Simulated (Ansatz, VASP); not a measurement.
**Cross-check of Co between VASP and Ansatz**

Aim: how closely do two programs agree when they are given the same cell, functional and k mesh? The structure shown is the end of the Ansatz relaxation below.

Method: plane waves, with VASP 6.6.1 beside it; single point at PBEsol, in Ansatz 0.2.0.

## 1. The starting structure

It takes space group P6_3/mmc (No. 194, hexagonal). Conventional cell: a = 2.383 Å, b = 2.383 Å, c = 4.037 Å, α = 90.00°, β = 90.00°, γ = 120.00°. Nearest to Co lie 12 Co at 2.38 to 2.44 Å.

## 2. Ansatz: relaxation, PBEsol

Ansatz runs on its PAW soft_1 files.

This run makes the geometry at which the two programs are then compared.

Contents of input.yaml:

```yaml
crystal:
  lattice:
    - [2.38301937, 0.0, 0.0]
    - [-1.191509685, 2.0637553121, 0.0]
    - [0.0, 0.0, 4.039616402]
  atoms:
    - { symbol: Co, position: [0.3333333, 0.6666667, 0.75], spin: 1.6 }
    - { symbol: Co, position: [0.6666667, 0.3333333, 0.25], spin: 1.6 }
magnetization:
  spin_polarized: true
kpoints:
  mp_grid: { grid: [20, 20, 11] }
scf:
  occupations: { method: fermi_dirac, width: 0.05 }
hamiltonian:
  xc: pbesol
  pseudopotentials: { kind: paw, azcp: { folder: soft_1 }, xc_functional: pbe }
basis:
  ecutwfc: 600
output:
  forces: true
  stress: true
relax:
  f_tol: 0.005
  max_steps: 70
  cell: { stress_tol: 0.02, p_target: 0, fix: [a, b, alpha, beta, gamma] }
```

Started as:

```bash
$ ansatz run input.yaml --threads 3 --pin off --max-ram 5120MiB --backend cpu --events-out ev --progress --plain --runs-dir out
```

Numbers of over 12 decimals in the logs are rounded to 6 here.

The program printed:

```text
Engine: ansatz 0.2.0, x86_64-unknown-linux-gnu
Pseudopotentials: kind: paw
Pseudopotential: Co, paw, valence charge 17, recommended cutoff 420 eV (normal), soft_1/Co.paw.azcp
Functional definition: PBEsol
  exchange = pbesol_x
  correlation = pbesol_c
Crystal: 2 atoms, lattice volume = 19.867 Å³
Basis set: ecut = 600 eV, 665 PW (Γ), exchange–correlation on 40×40×72 points (8 copies of the dense FFT grid, shifted against one another)
Bands: 23, of which v1, the nominal top of the filled ones, is band 17 counted from 1 (16 counted from 0)
Symmetry: 24 space group operations
Space group: P63/mmc (ITA 194), of the structure as read, at distance tolerance 2.7e-5 Å
Magnetic group: BNS 194.263 (UNI 1493), of the structure as read, at distance tolerance 2.7e-5 Å
k-points: 264 of 4400
Non-local potential: Co, projectors of the file, l = 0: 3, l = 1: 2, l = 2: 3, l = 3: 1
PAW form: soft (Blöchl's): semilocal exchange-correlation on the pseudo side does not see the compensation charge
PAW frozen core: Co, regenerated for the run's functional, and the local potential with it (the file was generated under x = pbe(κ = 0.804, μ = 0.219515), c = pbe(β = 0.066725))
PAW one-centre angular grid: Co, 590 points (default); XC on 64 Gauss nodes
Initial density: superposition of atomic densities (chi_scale 0.1, normalization cell)
Starting moments: Σ|m| = 3.2 μB on 2 of 2 sites
Initial wavefunctions: pseudopotential atomic-orbital guess
Functional: x = pbesol(κ = 0.804, μ = 0.123457), c = pbesol(β = 0.046)
SCF iter   1: F=—  HF=-10185.425236 eV  |F-HF|=—  |Δ(HF+E_count)|=         —  Δρ=1.02e-1 (↑4.87e-2 ↓1.02e-1)  dr2=2.91e0  dr2_m=1.45e-1  M=3.029 μB ∫|m|=3.123 μB  β_m=0.30  ethr=3.10e-3  ⟨swp⟩=5.4  Hψ=47270  notcnv=0
Mixer restart at iter 1: flushing history
preconditioner: auto → none  [metal: Δε(μ)=0.001 eV  Ē_g=9.829 eV  σ=0.050 eV  W_gap=0.00  n_scr=2 (ndim 8)  ℏωp=35.3 eV  f_vac=0.000  D(μ)=2.77/eV (n_scr^D=36)  sad-step TF]
SCF iter   2: F=—  HF=-10184.212595 eV  |F-HF|=—  |Δ(HF+E_count)|=    1.21e0  Δρ=4.09e-2 (↑3.01e-2 ↓4.09e-2)  dr2=1.27e-1  dr2_m=1.90e-1  M=3.133 μB ∫|m|=3.259 μB  β_m=0.34  ethr=3.10e-3  ⟨swp⟩=2.4  Hψ=24449  notcnv=0  defer=274
SCF iter   3: F=—  HF=-10184.894575 eV  |F-HF|=—  |Δ(HF+E_count)|=         —  Δρ=4.69e-2 (↑4.69e-2 ↓2.17e-2)  dr2=5.69e-2  dr2_m=1.98e-1  M=3.251 μB ∫|m|=3.418 μB  β_m=0.34  ethr=3.75e-4  ⟨swp⟩=2.0  Hψ=17062  notcnv=0  defer=271
Mixer restart at iter 3: flushing history
SCF iter   4: F=—  HF=-10185.352590 eV  |F-HF|=—  |Δ(HF+E_count)|=   4.58e-1  Δρ=2.94e-2 (↑2.94e-2 ↓1.32e-2)  dr2=2.36e-2  dr2_m=7.76e-2  M=3.216 μB ∫|m|=3.403 μB  β_m=0.62  ethr=1.67e-4  ⟨swp⟩=2.4  Hψ=21310  notcnv=0  defer=271
SCF iter   5: F=—  HF=-10185.908769 eV  |F-HF|=—  |Δ(HF+E_count)|=   5.56e-1  Δρ=1.27e-2 (↑1.27e-2 ↓1.11e-2)  dr2=6.51e-2  dr2_m=3.45e-4  M=3.148 μB ∫|m|=3.379 μB  β_m=0.81  ethr=6.93e-5  ⟨swp⟩=2.2  Hψ=22127  notcnv=0  defer=244
SCF iter   6: F=—  HF=-10185.951996 eV  |F-HF|=—  |Δ(HF+E_count)|=   4.32e-2  Δρ=1.14e-2 (↑1.14e-2 ↓6.46e-3)  dr2=3.22e-2  dr2_m=1.26e-3  M=3.117 μB ∫|m|=3.358 μB  β_m=0.68  ethr=6.93e-5  ⟨swp⟩=2.1  Hψ=24524  notcnv=0  defer=234
SCF iter   7: F=—  HF=-10185.938771 eV  |F-HF|=—  |Δ(HF+E_count)|=   1.32e-2  Δρ=2.23e-3 (↑2.23e-3 ↓6.35e-4)  dr2=6.42e-4  dr2_m=1.60e-4  M=3.119 μB ∫|m|=3.360 μB  β_m=0.84  ethr=6.93e-5  ⟨swp⟩=2.6  Hψ=22925  notcnv=0  defer=249
SCF iter   8: F=—  HF=-10185.938681 eV  |F-HF|=—  |Δ(HF+E_count)|=   8.94e-5  Δρ=2.84e-4 (↑2.71e-4 ↓2.84e-4)  dr2=2.26e-6  dr2_m=1.31e-5  M=3.116 μB ∫|m|=3.358 μB  β_m=0.92  ethr=1.89e-6  ⟨swp⟩=2.2  Hψ=18525  notcnv=0  defer=249
SCF iter   9: F=—  HF=-10185.938716 eV  |F-HF|=—  |Δ(HF+E_count)|=   3.48e-5  Δρ=6.55e-5 (↑2.82e-5 ↓6.55e-5)  dr2=4.06e-7  dr2_m=3.42e-7  M=3.115 μB ∫|m|=3.357 μB  β_m=0.95  ethr=6.65e-9  ⟨swp⟩=2.0  Hψ=20492  notcnv=0  defer=249
SCF iter  10: F=—  HF=-10185.938717 eV  |F-HF|=—  |Δ(HF+E_count)|=   9.64e-7  Δρ=4.53e-6 (↑2.69e-6 ↓4.53e-6)  dr2=1.31e-9  dr2_m=2.12e-9  M=3.115 μB ∫|m|=3.357 μB  β_m=0.93  ethr=1.19e-9  ⟨swp⟩=2.0  Hψ=16102  notcnv=0  defer=249
SCF iter  11: F=-10185.938717 eV  HF=-10185.938717 eV  |F-HF|=2.55e-11  |Δ(HF+E_count)|=   3.28e-9  Δρ=4.87e-7 (↑4.87e-7 ↓1.16e-7)  dr2=2.73e-11  dr2_m=8.95e-12  M=3.115 μB ∫|m|=3.357 μB  ethr=3.85e-12  ⟨swp⟩=1.5  Hψ=35637  notcnv=0
SCF 1 converged in 11 iterations: F = -10185.938717 eV  dr2 = 2.73e-11
  greatest PAW one-centre occupation: 1.001 electrons in one spin orbital (limit 2), on the Co atom at site 1 (counted from 0), in its partial waves of l = 1
relax step   1: F+E_penalty+E_count = -10185.93871713 eV  Δ(F+E_penalty+E_count) = +0.000e0 eV  max|allowed force component| = 3.701e-17 eV/Å  Δτ_max = 0.0000 Å  P = +12.524 GPa  Ω = 19.867 Å³  fix = [a, b, alpha, beta, gamma]  reactions: a +18.931, b +18.931 GPa  (11 SCF iters, dr2 threshold 1.00e-7 eV, accepted)
[...]
relax step   2: F+E_penalty+E_count = -10185.93872538 eV  Δ(F+E_penalty+E_count) = -8.253e-6 eV  max|allowed force component| = 3.701e-17 eV/Å  Δτ_max = 0.0000 Å  P = +12.595 GPa  Ω = 19.862 Å³  energy of the carried Pulay correction = +1.116e-6 eV  fix = [a, b, alpha, beta, gamma]  reactions: a +18.974, b +18.974 GPa  (4 SCF iters, dr2 threshold 2.00e-7 eV, accepted)
[...]
relax step   3: F+E_penalty+E_count = -10185.93873050 eV  Δ(F+E_penalty+E_count) = -5.119e-6 eV  max|allowed force component| = 5.551e-17 eV/Å  Δτ_max = 0.0000 Å  P = +12.681 GPa  Ω = 19.855 Å³  energy of the carried Pulay correction = +2.563e-6 eV  fix = [a, b, alpha, beta, gamma]  reactions: a +19.025, b +19.025 GPa  (5 SCF iters, dr2 threshold 6.65e-8 eV, accepted)
[...]
relax step   4: F+E_penalty+E_count = -10185.93872788 eV  Δ(F+E_penalty+E_count) = +2.621e-6 eV  max|allowed force component| = 3.701e-17 eV/Å  Δτ_max = 0.0000 Å  P = +12.681 GPa  Ω = 19.855 Å³  fix = [a, b, alpha, beta, gamma]  reactions: a +19.024, b +19.024 GPa  stress off target by 7.13e-3 GPa on what of the cell is left free  SCF on the basis re-selected at this cell (its energy is not comparable with the rows above)  (7 SCF iters)
basis re-selected at this cell: Δ(F+E_penalty+E_count) = +2.621e-6 eV, ΔP = -0.001 GPa vs the last step (what re-selecting the basis moved, of the pressure what is left beyond the Pulay correction that the steps carried, after the strain that the cell walked since its last selection, with what the two solves' SCF thresholds leave and, on support functions, any second-order correction that the steps lacked; it is no m [...]
SCF converged after 7 iterations
Magnetization: 3.1139 μB (18.5569 up, 15.4431 down)
Absolute magnetization: 3.3599 μB (∫|ρ↑−ρ↓|, with the PAW one-centre terms)
Spin contamination: 0.0397 ħ² per cell (⟨S²⟩ above its minimum at these occupations)
Per-site moments (μB) at R_I (Å): [(1.613433, 0.982995), (1.613433, 0.982995)]
Free energy (F): -10185.938728 eV
Harris-Foulkes:  -10185.938728 eV  (|F-HF|=1.82e-12)
Internal energy: -10185.924135 eV  (E = F + TS)
E sigma→0 (E₀):  -10185.931432 eV
Entropy (-TS):   -0.014593 eV (-7.296 meV/atom)
Fermi energy:    20.606319 eV
--- Per-component energies (eV) ---
  E_band       = -424.385614
  E_kinetic    = 587.803530
  E_local      = -5046.092636  (includes V_loc(G=0)·N_el)
  E_nonlocal   = 872.267968
  E_hartree    = 2253.067977
  E_xc         = -185.570854
  E_vxc        = -239.793716  (∫ρ·V_xc dr)
  E_paw        = -3076.471960  (= ΣΔE_a)
  E_vpaw       = -1104.706676  (= ΣTr[D̂ρ^β])
  E_aug_tail   = -0.000038  (compensation charges beyond the density's cutoff)
  E_ewald      = -5591.304961
  E_core_change = 0.376839  (= ΣΔE_core)
  E_smearing   = -0.014593  (= −TS)
  E_closure    = 0.000000  (closes the sum)
  Σ components = -10185.938728   (vs F -10185.938728, Δ=0.00e0)
--- Forces (eV/Å), atoms counted from 1 ---
  atom   1  Co     0.00000000     0.00000000     0.00000000
  atom   2  Co    -0.00000000    -0.00000000     0.00000000
  max |Σ_I F_I| component: 0.00e0 eV/Å
--- Stress (GPa, compression-positive) ---
       19.024442       0.000000       0.000000
        0.000000      19.024442       0.000000
        0.000000       0.000000      -0.007127
  P = ⅓ Tr σ = 12.6806 GPa (126.806 kbar)
--- Relaxed structure (3 steps of the walk, 3 accepted, 1 SCFs on fresh bases) ---
  F+E_penalty+E_count = -10185.93872788 eV   max|allowed force component| = 3.701e-17 eV/Å   (the final SCF, on the basis selected at the relaxed cell)
  cell:  # Å, volume = 19.8550 Å³
    - [2.383019, 0, 0.0]
    - [-1.191510, 2.063755, 0.0]
    - [0.0, 0.0, 4.037239]
  atoms:
    - { symbol: Co, position: [0.333333, 0.666667, 0.750000] }
    - { symbol: Co, position: [0.666667, 0.333333, 0.250000] }
```

## 3. VASP: single point, PBEsol, pair 1

The same cell, functional, mesh and smearing now go to VASP, with its own data sets.

Lines of VASP's logs that name or quote its potential files are left out, and so is its time.

Contents of INCAR:

```
SYSTEM = Co
PREC = Accurate
ENCUT = 600
EDIFF = 1E-06
NELM = 200
ISMEAR = -1
SIGMA = 0.05
LREAL = .FALSE.
ALGO = Normal
GGA = PS
NBANDS = 18
ISPIN = 2
MAGMOM = 1.61 1.61
LASPH = .TRUE.
LMAXMIX = 4
LORBIT = 11
LWAVE = .FALSE.
LCHARG = .FALSE.
ISIF = 2
GGA_COMPAT = .FALSE.
KPAR = 2
```

Contents of POSCAR:

```
Co
1.0
    2.3830193700      0.0000000000      0.0000000000
   -1.1915096850      2.0637553121      0.0000000000
    0.0000000000      0.0000000000      4.0372391677
Co
2
Direct
    0.3333333334      0.6666666668      0.7500000000
    0.6666666668      0.3333333334      0.2500000000
```

Contents of KPOINTS:

```
Automatic mesh
0
Gamma
20 20 11
0 0 0
```

The projector-augmented-wave data sets are Co (PBE family, release 64).

Started as:

```bash
$ mpirun -np 2 vasp_std
```

The program printed:

```text
[banner, memory and clock lines left out]
running    2 mpi-ranks, on    1 nodes
 distrk:  each k-point on    1 cores,    2 groups
 distr:  one band on    1 cores,    1 groups

 POSCAR found type information on POSCAR Co
 POSCAR found :  1 types and       2 ions
|                                                                             |
|               ----> ADVICE to this user running VASP <----                  |
|                                                                             |
|     You enforced a specific xc type in the INCAR file but a different       |
|     [... a line on the potential file left out ...]
|     I HOPE YOU KNOW WHAT YOU ARE DOING!                                     |
|                                                                             |

 LDA part: xc-table for (Slater+PW92), standard interpolation
 POSCAR, INCAR and KPOINTS ok, starting setup
 FFT: planning ... GRIDC
 FFT: planning ... GRID_SOFT
 FFT: planning ... GRID
 WAVECAR not read
 entering main loop
       N       E                     dE             d eps       ncg     rms          rms(c)
DAV:   1     0.864784100341E+02    0.86478E+02   -0.88683E+03 19792   0.150E+03
DAV:   2    -0.140799971959E+02   -0.10056E+03   -0.91351E+02 19088   0.243E+02
DAV:   3    -0.178704196906E+02   -0.37904E+01   -0.36383E+01 21110   0.601E+01
DAV:   4    -0.179275681076E+02   -0.57148E-01   -0.57108E-01 23598   0.627E+00
DAV:   5    -0.179290394703E+02   -0.14714E-02   -0.14713E-02 21756   0.943E-01    0.172E+01
DAV:   6    -0.157656160155E+02    0.21634E+01   -0.91641E+00 20280   0.650E+01    0.697E+00
DAV:   7    -0.154552068270E+02    0.31041E+00   -0.12549E+00 22516   0.221E+01    0.408E+00
DAV:   8    -0.154333461162E+02    0.21861E-01   -0.16619E-02 25926   0.138E+00    0.213E+00
DAV:   9    -0.154155212598E+02    0.17825E-01   -0.26723E-03 31316   0.911E-01    0.705E-01
DAV:  10    -0.154163581039E+02   -0.83684E-03   -0.72158E-04 27070   0.424E-01    0.290E-01
DAV:  11    -0.154164006059E+02   -0.42502E-04   -0.11518E-04 25592   0.176E-01    0.440E-02
DAV:  12    -0.154163967733E+02    0.38326E-05   -0.11878E-05 21668   0.316E-02    0.187E-02
DAV:  13    -0.154163958425E+02    0.93071E-06   -0.20692E-06 16330   0.250E-02
   1 F= -.15416396E+02 E0= -.15409014E+02  d E =-.147637E-01  mag=     3.1026
```

From OUTCAR (step 3):

```text
ion  position               nearest neighbor table
   1  0.333  0.667  0.750-   2 2.44   2 2.44   2 2.44   2 2.44   2 2.44   2 2.44
   2  0.667  0.333  0.250-   1 2.44   1 2.44   1 2.44   1 2.44   1 2.44   1 2.44

  LATTYP: Found a hexagonal cell.
 ALAT       =     2.3830193700
 C/A-ratio  =     1.6941696818

 Subroutine GETGRP returns: Found 24 space group operations
 (whereof 12 operations were pure point group operations)

The static configuration has the point symmetry D_3d.
 The point group associated with its full space group is D_6h.

 Found    264 irreducible k-points:

   k-points           NKPTS =    264   k-points in BZ     NKDIM =    264   number of bands    NBANDS=     18

   dimension x,y,z NGX =    20 NGY =   20 NGZ =   32
   dimension x,y,z NGXF=    40 NGYF=   40 NGZF=   64

   ENCUT  =  600.0 eV  44.10 Ry    6.64 a.u.   4.76  4.76  8.06*2*pi/ulx,y,z

   NELECT =      18.0000    total number of electrons

 k-points in reciprocal lattice and weights: Automatic mesh
   0.00000000  0.00000000  0.00000000       0.000
   0.05000000  0.00000000  0.00000000       0.001
   0.10000000 -0.00000000  0.00000000       0.001
   0.15000000  0.00000000  0.00000000       0.001
   0.20000000 -0.00000000  0.00000000       0.001
   0.25000000 -0.00000000  0.00000000       0.001
   0.30000000  0.00000000  0.00000000       0.001
   0.35000000  0.00000000  0.00000000       0.001
   0.40000000  0.00000000  0.00000000       0.001
[...]
0.30000000  0.30000000  0.45454545       0.003
   0.35000000  0.30000000  0.45454545       0.003

 average (electrostatic) potential at core
       1 -76.9241       2 -76.9241

 E-fermi :  11.3993

 spin component 1
 k-point     1 :       0.0000    0.0000    0.0000
  band No.  band energies     occupation
    ...
      8       9.6288      1.00000
      9       9.6288      1.00000
     10      10.6600      1.00000
     11      10.7031      1.00000
     12      10.7031      1.00000
     13      17.8597      0.00000
     14      34.6962      0.00000
     15      36.3183      0.00000
     16      37.7919      0.00000
     17      38.6038      0.00000
    ...

 k-point     2 :       0.0500    0.0000    0.0000
  band No.  band energies     occupation
    ...
      7       9.0676      1.00000
      8       9.5617      1.00000
      9       9.5985      1.00000
     10       9.9263      1.00000
     11      10.7142      1.00000
     12      11.5572      0.04080
     13      17.8722      0.00000
     14      34.2052      0.00000
     15      36.4034      0.00000
     16      36.4846      0.00000
    ...

 k-point     3 :       0.1000   -0.0000    0.0000
  band No.  band energies     occupation
    ...
      7       9.0953      1.00000
      8       9.2004      1.00000
      9       9.5146      1.00000
     10       9.5965      1.00000
     11      10.7425      1.00000
     12      12.5160      0.00000
     13      17.9130      0.00000
     14      32.5041      0.00000
     15      35.3580      0.00000
     16      35.6691      0.00000
    ...

 k-point     4 :       0.1500    0.0000    0.0000
  band No.  band energies     occupation
    ...
      7       9.1448      1.00000
      8       9.3936      1.00000
      9       9.4113      1.00000
     10       9.4513      1.00000
     11      10.7774      1.00000
     12      13.5509      0.00000
     13      17.9916      0.00000
     14      30.1789      0.00000
     15      34.1021      0.00000
     16      34.7117      0.00000
    ...

 k-point     5 :       0.2000   -0.0000    0.0000
  band No.  band energies     occupation
    ...
      7       9.2530      1.00000
      8       9.2918      1.00000
      9       9.4492      1.00000
     10       9.6848      1.00000
     11      10.8102      0.99999
     12      14.6564      0.00000
     13      18.1202      0.00000
     14      27.7789      0.00000
     15      32.6500      0.00000
     16      34.0553      0.00000
    ...

 k-point     6 :       0.2500   -0.0000    0.0000
  band No.  band energies     occupation
    ...
      7       9.1214      1.00000
      8       9.5924      1.00000
      9       9.8018      1.00000
     10       9.9994      1.00000
     11      10.8363      0.99999
     12      15.8272      0.00000
     13      18.3035      0.00000
     14      25.4678      0.00000
     15      31.3357      0.00000
     16      32.3742      0.00000
    ...

  Total        2.1971660      2.1971660     -0.1141442      0.0000000      0.0000000      0.0000000
  in kB      177.2977396    177.2977396     -9.2107297      0.0000000      0.0000000      0.0000000
  external PRESSURE =     115.1282498 kB  Pullay stress =       0.0000000 kB

  energy-cutoff  :      600.00
  volume of cell :       19.86
      direct lattice vectors                 reciprocal lattice vectors
     2.383019370  0.000000000  0.000000000     0.419635699  0.242276784  0.000000000
    -1.191509685  2.063755312  0.000000000     0.000000000  0.484553568  0.000000000
     0.000000000  0.000000000  4.037239168     0.000000000  0.000000000  0.247694020

 POSITION                                       TOTAL-FORCE (eV/Angst)
 -----------------------------------------------------------------------------------
      0.00000      1.37584      3.02793        -0.000000      0.000000     -0.000000
      1.19151      0.68792      1.00931         0.000000      0.000000      0.000000
 -----------------------------------------------------------------------------------
    total drift:                                0.000000      0.000000      0.000000

  FREE ENERGIE OF THE ION-ELECTRON SYSTEM (eV)
  ---------------------------------------------------
  free  energy   TOTEN  =       -15.4163958425 eV

  energy  without entropy=      -15.4016320956  energy(sigma->0) =      -15.40901397

 total charge
# of ion       s       p       d       tot
------------------------------------------
    1        0.529   0.608   7.325   8.462
    2        0.529   0.608   7.325   8.462
--------------------------------------------------
tot          1.059   1.216  14.650  16.925

 magnetization (x)
# of ion       s       p       d       tot
------------------------------------------
    1       -0.014  -0.049   1.613   1.549
    2       -0.014  -0.049   1.613   1.549
--------------------------------------------------
tot         -0.029  -0.098   3.226   3.099

[... 6 further parts left out ...]
```

The magnetic state follows from one typed start and may not be the lowest.

## 4. Side by side

Known differences besides the potentials themselves: VASP starts from the moments at which Ansatz ended; the data sets hold 34 valence electrons in Ansatz (on its PAW soft_1 files) and 18 in VASP; Ansatz makes its cores anew for this functional, VASP keeps those of its PBE data sets; Ansatz's pressure holds a Pulay correction, VASP's none; site moments are counted in spheres of each program's own size. Total energies have different zeros and are not compared.

Compared:

```
          quantity  Ansatz   VASP  difference
    pressure (GPa)   12.68  11.51       +1.17
 total moment (μB)    3.11   3.10       +0.01
moment on Co1 (μB)    1.61   1.55       +0.06
moment on Co2 (μB)    1.61   1.55       +0.06
```

## 5. What the set-up changes

Further runs change the set-up of one program: Ansatz's method, potentials or start, or VASP's data sets, cutoff or form of LDA. The table gives Ansatz less VASP for each quantity, since a change that brings one quantity closer may part another.

```
                          run  pressure (GPa)  total moment (μB)
                     as above             1.2              0.011
VASP with the data sets Co_sv             3.9             0.0014
```

(Continued in part 2 of 2.)

[Lines on the potential files, build, host, timing and source positions are cut from VASP's logs without a mark.]

[Logs are printed without paths, hosts, clocks, repeated set-up lines and the standing remarks that a program may print on its own settings, such as how far it seeks lower states.]

[Hosts, paths, dates, database ids (printed as entryN), source tags and the programs' standing remarks are cut or masked in the printed files.]
